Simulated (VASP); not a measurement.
Ru (hcp) is relaxed at rising pressure, each step from the one before. Symmetry mostly holds the structure type, and other phases were not tried. The mesh follows the cell, and a change of mesh leaves a small step in the series.

Input:

```cif
data_Ru2
_chemical_formula_sum 'Ru2'
_space_group_name_H-M_alt 'P63/mmc'
_space_group_IT_number 194
_space_group_name_Hall '-P 6c 2c'
_cell_length_a 2.71812
_cell_length_b 2.71812
_cell_length_c 4.30063
_cell_angle_alpha 90.000
_cell_angle_beta 90.000
_cell_angle_gamma 120.000
loop_
_atom_site_label
_atom_site_type_symbol
_atom_site_symmetry_multiplicity
_atom_site_Wyckoff_symbol
_atom_site_fract_x
_atom_site_fract_y
_atom_site_fract_z
_atom_site_occupancy
Ru1 Ru 2 c 0.33333 0.66667 0.25000 1
```

Method: PBE GGA, VASP's PBE PAW potentials (set 64) (plane waves; VASP). Settings: 500 eV cut-off, 15×15×9 Γ-centred mesh, first-order Methfessel-Paxton smearing of 0.10 eV, potentials Ru_pv.

```
P (GPa)  V (Å³/atom)  H − H(0) (eV/atom)  space group  gap on the mesh (eV)   k-mesh
-------  -----------  ------------------  -----------  --------------------  -------
0              13.76               0.000     P6_3/mmc                  0.00  15×15×9
5              13.55               0.426     P6_3/mmc                  0.00  15×15×9
10             13.35               0.846     P6_3/mmc                  0.00  15×15×9
20                 …                   …     P6_3/mmc                  0.00  16×16×9
30                 …                   …     P6_3/mmc                  0.00  16×16×9
45             12.32               3.644     P6_3/mmc                  0.00  16×16×9
```

### Question
What belongs in the gaps?

### Answer

- 20, V (Å³/atom): 13.01
- 20, H − H(0) (eV/atom): 1.669
- 30, V (Å³/atom): 12.72
- 30, H − H(0) (eV/atom): 2.472

Pressures at which the relaxation failed are left out.

The compound is Ru in the hcp structure.
